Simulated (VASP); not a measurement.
OSZICAR of a VASP run on BiSb (a trial cell in the WC structure, space group P-6m2):

File OSZICAR:
```
       N       E                     dE             d eps       ncg     rms          rms(c)
DAV:   1     0.131614766954E+03    0.13161E+03   -0.84663E+03  1128   0.116E+03
DAV:   2     0.341104077291E+00   -0.13127E+03   -0.12989E+03  1258   0.313E+02
DAV:   3    -0.762068705957E+01   -0.79618E+01   -0.78809E+01  1420   0.882E+01
DAV:   4    -0.779249878017E+01   -0.17181E+00   -0.17178E+00  1352   0.155E+01
DAV:   5    -0.779838236188E+01   -0.58836E-02   -0.58835E-02  1552   0.237E+00    0.190E+00
DAV:   6    -0.776971386372E+01    0.28668E-01   -0.11904E-01  1456   0.249E+00    0.103E+00
DAV:   7    -0.776950694716E+01    0.20692E-03   -0.15329E-02  1426   0.878E-01    0.544E-01
DAV:   8    -0.776969582417E+01   -0.18888E-03   -0.30941E-03  1330   0.375E-01    0.560E-02
DAV:   9    -0.776966251063E+01    0.33314E-04   -0.29587E-04  1378   0.112E-01    0.270E-02
DAV:  10    -0.776967892979E+01   -0.16419E-04   -0.43516E-05  1348   0.611E-02    0.421E-03
DAV:  11    -0.776967889185E+01    0.37942E-07   -0.33188E-06  1080   0.139E-02
   1 F= -.77696789E+01 E0= -.77694871E+01  d E =-.575281E-03
```

**Question.** Which electronic solver shows in the log?

**Answer.** It is blocked Davidson (ALGO = Normal, or the opening steps of other solvers). The INCAR had ALGO = Normal.

**Question.** Can the final energy be trusted as converged?

**Answer.** The calculation finished and met its thresholds. It stopped with EDIFF = 1E-6, NELM = 100 (PBE GGA, plane waves, VASP's PBE PAW potentials (set 64)).

The structure was generated: BiSb was put into the WC type (P-6m2), which need not be its known phase. The cell was not relaxed at this level.
